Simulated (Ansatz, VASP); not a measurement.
CsSrF3: VASP beside Ansatz

INCAR

```
SYSTEM = CsSrF3
PREC = Accurate
ENCUT = 520
EDIFF = 1E-6
ISMEAR = 0
SIGMA = 0.05
LREAL = .False.
LASPH = .True.
NELM = 60
ALGO = Normal
ISIF = 2
LWAVE = .False.
LCHARG = .False.
GGA = CA
NBANDS = 28
```

File KPOINTS:

```
regular mesh
0
Gamma
  6 6 6
  0 0 0
```

Contents of POSCAR:

```
CsSrF3
1.0
    4.8346957152      0.0000000000      0.0000000000
    0.0000000000      4.8346957152      0.0000000000
    0.0000000000      0.0000000000      4.6203495997
Cs Sr F
1 1 3
Direct
    0.0000000000      0.0000000000      0.0000000000
    0.5000000000      0.5000000000      0.5000000000
    0.0000000000      0.5000000000      0.5000000000
    0.5000000000      0.0000000000      0.5000000000
    0.5000000000      0.5000000000      0.0000000000
```

Input for Ansatz:

```yaml
crystal:
  lattice:
    - [4.8346957152, 0.0, 0.0]
    - [0.0, 4.8346957152, 0.0]
    - [0.0, 0.0, 4.6203495997]
  atoms:
    - { symbol: Cs, position: [0.0, 0.0, 0.0] }
    - { symbol: Sr, position: [0.5, 0.5, 0.5] }
    - { symbol: F, position: [0.0, 0.5, 0.5] }
    - { symbol: F, position: [0.5, 0.0, 0.5] }
    - { symbol: F, position: [0.5, 0.5, 0.0] }
basis:
  ecutwfc: 420
kpoints:
  mp_grid: { grid: [6, 6, 6] }
hamiltonian:
  xc: lda
scf:
  occupations: { method: gaussian, width: 0.05 }
output:
  forces: true
  stress: true
  eigenvalues: true
```

Change from the starting cell: strain +0.015 along x and y, -0.030 along z, atoms carried along.

Alike in both runs: task single point; functional LDA; k mesh 6 × 6 × 6; occupations gaussian, width 0.05 eV; no spin polarisation.

|  | VASP | Ansatz |
| --- | --- | --- |
| version | VASP 6.6.1 | Ansatz 0.2.0 |
| potentials or method | VASP PAW LDA potentials, release 64 (Cs_sv, Sr_sv, F) | scalar-relativistic, plane waves, PAW |
| plane-wave cutoff (eV) | 520 | 420 |
| valence electrons in the cell | 40 | 40 |

|  | VASP | Ansatz | Ansatz less VASP |
| --- | --- | --- | --- |
| gap on the k mesh at the Fermi level (eV) | 5.97 | 6.00 | +0.030 |
| least direct gap on the mesh (eV) | 5.97 | 6.00 | +0.030 |
| pressure (GPa) | -2.8 | -3.0 | -0.26 |
| largest component of the traceless stress (GPa) | 2.48 | 2.34 | -0.133 |

Caveats: spin-orbit coupling is left out, which moves the levels of the heavy elements. A k mesh can miss the band edges.
